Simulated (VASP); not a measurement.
All values below come from vdW-DF2, VASP's PBE PAW potentials (set 64) (plane waves; VASP 6.6.1).

A VASP calculation is set up with these files.

### KPOINTS
```
Regular mesh
0
gamma
  8 8 8
0 0 0
```

File POSCAR:
```
GaP
1
    0.0000000000     2.7250000000     2.7250000000
    2.7250000000     0.0000000000     2.7250000000
    2.7250000000     2.7250000000     0.0000000000
Ga P
1 1
Direct
  0.0000000000   0.0000000000   0.0000000000
  0.2500000000   0.2500000000   0.2500000000
```

### INCAR
```
! general
SYSTEM   = GaP
PREC     = Accurate
ENCUT    = 520
LREAL    = .FALSE.
LASPH    = .TRUE.

! electronic loop
EDIFF    = 1E-6
NELM     = 100
ALGO     = Normal
LMAXMIX  = 4

! smearing
ISMEAR   = 0
SIGMA    = 0.05

! functional
GGA      = ML
LUSE_VDW = .TRUE.
AGGAC    = 0.0
ZAB_VDW  = -1.8867

! ions
IBRION   = 2
NSW      = 60
ISIF     = 3
EDIFFG   = -0.01

! output
LWAVE    = .FALSE.
LCHARG   = .FALSE.
```

POTCAR, in this order: Ga_d P (PBE.64 set). Program: vasp_std.

Energy and stress use the plane-wave basis of the starting cell.

Question: Predict the energy per atom (σ→0), volume per atom, band gap (on the k-mesh).

Answer: 
```
Property                           Value
------------------------  --------------
energy per atom (σ→0)     -1.811 eV/atom
band gap (on the k-mesh)         0.79 eV
volume per atom            22.29 Å³/atom
```

**OSZICAR**
```
...
DAV:   2    -0.367449730290E+01    0.20224E+00   -0.41705E-01   964   0.166E+01    0.131E+00
DAV:   3    -0.362676713313E+01    0.47730E-01   -0.54730E-02  1004   0.447E+00    0.321E-01
DAV:   4    -0.362208747752E+01    0.46797E-02   -0.51315E-03   819   0.944E-01    0.121E-01
DAV:   5    -0.362119531951E+01    0.89216E-03   -0.61654E-04  1005   0.374E-01    0.170E-02
DAV:   6    -0.362119597397E+01   -0.65447E-06   -0.20159E-05  1071   0.396E-02    0.807E-03
DAV:   7    -0.362119701737E+01   -0.10434E-05   -0.97937E-07   502   0.120E-02    0.351E-03
DAV:   8    -0.362119748279E+01   -0.46542E-06   -0.26105E-07   402   0.771E-03
   3 F= -.36211975E+01 E0= -.36211975E+01  d E =-.896262E-01
```

The compound is GaP in the zinc blende structure. This run relaxes it. Symmetry was kept, so distortions that lower it aren't found.
